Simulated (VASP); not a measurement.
Consider the following.

```yaml
crystal:
  lattice:
    - [5.46455, 0.00000, 0.00000]
    - [-2.73228, 4.73244, 0.00000]
    - [0.00000, 0.00000, 5.30601]
  atoms:
    - { symbol: Mg, position: [0.00000, 0.66939, 0.00000] }
    - { symbol: Mg, position: [0.66939, 0.00000, 0.00000] }
    - { symbol: Mg, position: [0.33061, 0.33061, 0.00000] }
    - { symbol: Mg, position: [0.66667, 0.33333, 0.50000] }
    - { symbol: Mg, position: [0.33333, 0.66667, 0.50000] }
    - { symbol: Sb, position: [0.00000, 0.00000, 0.50000] }
```

Level of theory: PBEsol GGA, VASP's PBE PAW potentials (set 64) (plane waves; VASP). Settings: 400 eV cut-off, 7×7×7 Γ-centred mesh, tetrahedra with Blöchl corrections, potentials Mg Sb.

The cores are frozen, which limits the accuracy of field gradients.

Problem. Give the principal components of the electric field gradient (V/Å²) and the asymmetry η at each nucleus.

Solution. 
```json
[
 {"atom": "Mg1", "Vxx": "-3.1", "Vyy": "-2.0", "Vzz": "5.1", "η": "0.20"},
 {"atom": "Mg2", "Vxx": "-3.1", "Vyy": "-2.0", "Vzz": "5.1", "η": "0.20"},
 {"atom": "Mg3", "Vxx": "-3.1", "Vyy": "-2.0", "Vzz": "5.1", "η": "0.20"},
 {"atom": "Mg4", "Vxx": "0.7", "Vyy": "0.7", "Vzz": "-1.3", "η": "0.00"},
 {"atom": "Mg5", "Vxx": "0.7", "Vyy": "0.7", "Vzz": "-1.3", "η": "0.00"},
 {"atom": "Sb6", "Vxx": "-3.7", "Vyy": "-3.7", "Vzz": "7.3", "η": "0.00"}
]
```

The structure comes from a computed database's Mg5Sb entry (P-62m); how it stands against other phases isn't given here. It was relaxed first.
